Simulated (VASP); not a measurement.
Set up this calculation in VASP 6.6.1, as the native input.

```yaml
Task: relaxation of cell and atoms
Functional: PBE
Potentials_or_basis: VASP PAW PBE potentials, release 64 (Na_pv, Zr_sv, S)
Cutoff: 600 eV
k_mesh: 6 × 6 × 6
Occupations: fermi-dirac, width 0.05 eV
Spin: no spin polarisation
Hubbard_terms: Zr d U = 3 eV
Further_INCAR_settings: ALGO = Normal; EDIFF = 1e-06; IBRION = 2; EDIFFG = -0.005; NSW = 40; ISIF = 3
```

The structure of Na2ZrS2 lies in POSCAR:

```
Na2ZrS2
1.0
   -2.4761800000      2.4761800000      4.0403500000
    2.4761800000     -2.4761800000      4.0403500000
    2.4761800000      2.4761800000     -4.0403500000
Na Zr S
2 1 2
Direct
    0.3567700000      0.3567700000      0.0000000000
    0.6432300000      0.6432300000      0.0000000000
    0.0000000000      0.0000000000      0.0000000000
    0.7500000000      0.2500000000      0.5000000000
    0.2500000000      0.7500000000      0.5000000000
```

The cell was built by a generator and needn't be a form met in nature.

One way to write it, as run:

INCAR

```
SYSTEM = Na2ZrS2
ALGO = Normal ; EDIFF = 1E-6
EDIFFG = -0.005 ; ENCUT = 600
GGA = PE ; IBRION = 2
ISIF = 3 ; ISMEAR = -1
LASPH = .True. ; LCHARG = .False.
LDAU = .True. ; LDAUJ = 0 0 0
LDAUL = -1 2 -1 ; LDAUPRINT = 1
LDAUTYPE = 2 ; LDAUU = 0 3 0
LMAXMIX = 4 ; LREAL = .False.
LWAVE = .False. ; NELM = 80
NSW = 40 ; PREC = Accurate
SIGMA = 0.05
```

KPOINTS

```
k-points
0
Gamma
  6 6 6
  0 0 0
```

Potentials or basis: VASP PAW PBE potentials, release 64 (Na_pv, Zr_sv, S).

Command:

```sh
$ cat potpaw_PBE.64/Na_pv/POTCAR potpaw_PBE.64/Zr_sv/POTCAR potpaw_PBE.64/S/POTCAR > POTCAR
$ mpirun -np 1 vasp_std > vasp.out
```

It gave:

- Relaxed volume: 19.69 Å³/atom
- Relaxed cell: a = 5.379 Å, b = 5.379 Å, c = 5.379 Å, α = 125.97°, β = 125.97°, γ = 79.94°
- Space group after relaxing (to 0.05 Å): I4/mmm (No. 139)
- Energy gained by relaxing: 7.3 meV/atom
- Ionic steps: 7
- Pressure after relaxing: 0.0 GPa
- Largest force after relaxing: 0.005 eV/Å
- Band gap on the k mesh: none (metal or under the smearing width)

Caveat: U without spin polarisation on a metal has little footing.

Wall time 13 min on 1 thread of AMD EPYC 7R13 Processor (Zen 3), on a shared host, peak memory 0.34 GiB.
